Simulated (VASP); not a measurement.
Input of a VASP 6.6.1 run:

INCAR

```
ALGO = Normal ; EDIFF = 1E-7
ENCUT = 520 ; GGA = PE
ISIF = 2 ; ISMEAR = -1
LASPH = True ; LCHARG = True
LELF = True ; LREAL = False
LVHAR = True ; LWAVE = False
NBANDS = 55 ; NELM = 60
PREC = Accurate ; SIGMA = 0.05
```

Contents of KPOINTS:

```
k-points
0
Gamma
  5 5 5
```

Contents of POSCAR:

```
Ge2SeN2
1.0
    5.6390191700     -2.9515389700      0.0000000000
    5.6390191700      2.9515389700      0.0000000000
    0.0000000000      0.0000000000      5.1832370000
Ge Se N
4 2 4
Direct
    0.3116655800      0.0437435600      0.3288678400
    0.9438165800      0.6758945600      0.3288678400
    0.6440275800      0.9756835600      0.8288678400
    0.0118765800      0.3435325600      0.8288678400
    0.3045709500      0.7037222900      0.1772617800
    0.7249669500      0.2833262900      0.6772617800
    0.3615029500      0.0840832900      0.6845017800
    0.9242099500      0.6467902900      0.6845017800
    0.6680349500      0.9029652900      0.1845017800
    0.1053279500      0.3402582900      0.1845017800
```

Potentials or basis: VASP PAW PBE potentials, release 64 (Ge_d, Se, N).

Run with:

```bash
$ cat potpaw_PBE.64/Ge_d/POTCAR potpaw_PBE.64/Se/POTCAR potpaw_PBE.64/N/POTCAR > POTCAR
$ mpirun -np 1 vasp_std > vasp.out
```

Question: What does it give for the pressure?

Answer: 3.6 GPa.

Question: Estimate the band gap on the k mesh.

Answer: 1.52 eV, indirect (least direct gap 1.71 eV).

Question: Predict the largest force.

Answer: 5.226 eV/Å.

Stress tensor (GPa, compression positive):
```
 4.22 -1.28  2.53
-1.28  6.51 -5.42
 2.53 -5.42  0.18
```

Caveat: an odd mesh through Γ misses points on the zone boundary, where band edges often lie; forces of over 1 eV/Å show positions far from the minimum, so gaps and moduli don't describe the material at rest.
